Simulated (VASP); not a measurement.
Output of a VASP run:

### OSZICAR
```
       N       E                     dE             d eps       ncg     rms          rms(c)
DAV:   1     0.354040364002E+03    0.35404E+03   -0.24950E+04  2376   0.121E+03
DAV:   2    -0.604202341290E+01   -0.36008E+03   -0.35174E+03  2776   0.315E+02
DAV:   3    -0.283056167633E+02   -0.22264E+02   -0.22114E+02  2760   0.784E+01
DAV:   4    -0.286309197589E+02   -0.32530E+00   -0.32439E+00  2806   0.887E+00
DAV:   5    -0.286356136040E+02   -0.46938E-02   -0.46930E-02  2822   0.919E-01    0.121E+01
DAV:   6    -0.273503808900E+02    0.12852E+01   -0.30329E+00  2943   0.154E+01    0.940E+00
DAV:   7    -0.272900943010E+02    0.60287E-01   -0.15508E+00  2675   0.566E+00    0.297E+00
DAV:   8    -0.272675572418E+02    0.22537E-01   -0.24796E-01  2538   0.427E+00    0.794E-01
DAV:   9    -0.272673153817E+02    0.24186E-03   -0.25452E-02  2643   0.155E+00    0.233E-01
DAV:  10    -0.272671799364E+02    0.13545E-03   -0.22161E-03  2812   0.399E-01    0.705E-02
DAV:  11    -0.272672675484E+02   -0.87612E-04   -0.45740E-04  2693   0.146E-01    0.332E-02
DAV:  12    -0.272672761463E+02   -0.85979E-05   -0.10440E-04  2679   0.840E-02    0.165E-02
DAV:  13    -0.272672817582E+02   -0.56118E-05   -0.11153E-05  2719   0.225E-02    0.431E-03
DAV:  14    -0.272672828244E+02   -0.10662E-05   -0.29936E-06  2710   0.802E-03    0.255E-03
DAV:  15    -0.272672829835E+02   -0.15915E-06   -0.24198E-07  2513   0.273E-03    0.846E-04
DAV:  16    -0.272672829939E+02   -0.10388E-07   -0.85739E-08  1766   0.117E-03
   1 F= -.27267283E+02 E0= -.27267283E+02  d E =0.000000E+00
```

OUTCAR:
```
------------------------ aborting loop because EDIFF is reached ----------------------------------------
  FORCE on cell =-STRESS in cart. coord.  units (eV):
  Direction    XX          YY          ZZ          XY          YZ          ZX
  --------------------------------------------------------------------------------------
  Total       -0.0155253     -0.0155253     -0.0155253      0.0175227     -0.0175227     -0.0175227
  in kB       -0.1232338     -0.1232338     -0.1232338      0.1390877     -0.1390877     -0.1390877
  external PRESSURE =      -0.1232338 kB  Pullay stress =       0.0000000 kB
  volume of cell :      201.85
      direct lattice vectors                 reciprocal lattice vectors
     0.000000000  2.913935744  2.913935744    -0.170481694  0.172696772  0.170481694
     2.913935744  0.000000000  2.913935744     0.172696772 -0.170481694  0.170481694
    11.809180278 11.809180278 -0.153437302     0.042066654  0.042066654 -0.042066654
 POSITION                                       TOTAL-FORCE (eV/Angst)
 -----------------------------------------------------------------------------------
     11.65803     11.65803     -0.00229         0.003395      0.003395     -0.003395
      2.93158      2.93158     -0.01765        -0.000768     -0.000768      0.000768
      8.92355      8.92355      5.64613        -0.006278     -0.006278      0.006278
      1.43067      1.43067      1.48327        -0.001992     -0.001992      0.001992
      4.50898      4.50898      1.31889         0.000553      0.000553     -0.000553
      7.57692      7.57692      1.16489         0.002203      0.002203     -0.002203
     10.14674     10.14674      1.50900        -0.001253     -0.001253      0.001253
      8.84041      8.84041     -0.09861         0.004139      0.004139     -0.004139
 -----------------------------------------------------------------------------------
    total drift:                               -0.000145     -0.000145      0.000141
  FREE ENERGIE OF THE ION-ELECTRON SYSTEM (eV)
  ---------------------------------------------------
  free  energy   TOTEN  =       -27.2672829939 eV

  energy  without entropy=      -27.2672829939  energy(sigma->0) =      -27.26728299

 total charge

# of ion       s       p       d       tot
------------------------------------------
    1        0.458   0.342   9.545  10.345
    2        0.456   0.340   9.548  10.343
    3        0.457   0.346   9.546  10.349
    4        1.444   2.399   0.026   3.868
    5        1.444   2.399   0.026   3.869
    6        1.440   2.440   0.029   3.909
    7        1.439   2.367   0.019   3.824
    8        0.337   0.458   0.000   0.795
--------------------------------------------------
tot          7.475  11.090  28.738  47.302
```
(Selected blocks of OUTCAR.)

File POSCAR:
```
BeCd3Se4
1
    0.0000000000     2.9139357439     2.9139357439
    2.9139357439     0.0000000000     2.9139357439
   11.8091802777    11.8091802777    -0.1534373022
Cd Se Be
3 4 1
Direct
  0.0254337278   0.0254337278   0.9809247041
  0.0034850094   0.0034850094   0.2473862430
  0.9823286161   0.9823286161   0.5132535379
  0.2560386486   0.2560386486   0.0579710135
  0.2348337934   0.2348337934   0.3238746550
  0.2153752057   0.2153752057   0.5884685958
  0.2797333865   0.2797333865   0.7901999601
  0.0027716124   0.0027716124   0.7479212907
```

Task: Write an INCAR and KPOINTS that could have produced this output.

Result: One answer among several that fit: the input of the run itself, PBEsol GGA, plane waves, VASP's PBE PAW potentials (set 64).

**INCAR**
```
ALGO = Normal
EDIFF = 1E-7
ENCUT = 400
GGA = PS
ISIF = 2
ISMEAR = -5
LASPH = .TRUE.
LCHARG = .TRUE.
LEFG = .TRUE.
LMAXMIX = 4
LORBIT = 11
LREAL = .FALSE.
LWAVE = .FALSE.
NEDOS = 601
NELM = 100
PREC = Accurate
SYSTEM = BeCd3Se4
```

### KPOINTS
```
kpoints
0
gamma
 7 7 2
0 0 0
```

POTCAR, in this order: Cd Se Be (PBE.64 set). Program: vasp_std.

The structure was generated: BeCd3Se4 was put into an ordered model structure (R3m), which need not be its known phase. It was relaxed first.
